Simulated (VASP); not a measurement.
Here is the system:

```yaml
crystal:
  lattice:
    - [0.00000, 3.02500, 3.02500]
    - [3.02500, 0.00000, 3.02500]
    - [3.02500, 3.02500, 0.00000]
  atoms:
    - { symbol: Cd, position: [0.00000, 0.00000, 0.00000] }
    - { symbol: Se, position: [0.25000, 0.25000, 0.25000] }
```
Cell charge +0.1.

Method: PBE GGA, VASP's PBE PAW potentials (set 64) (plane waves; VASP). Settings: NELECT = 17.9, 400 eV cut-off, 7×7×7 Γ-centred mesh, Gaussian smearing of 0.050 eV, potentials Cd Se.

The cell is charged, with a uniform compensating background.

Estimate the energy per atom (σ→0), pressure, band gap (on the k-mesh) with the smallest direct gap where there is one.

| Item | Value |
|---|---|
| band gap (on the k-mesh) | none (metal, semimetal or under 0.01 eV) |
| energy per atom (σ→0) | -2.767 eV/atom |
| pressure | 1.45 GPa |

The absolute energy has meaning only against runs of the same code, potentials and settings.

The compound is CdSe in the zinc blende structure, whereas wurtzite is the usual form. The cell was not relaxed at this level. The run is one of a series of settings (NELECT = 17.9 against the base run), some of them coarse on purpose.
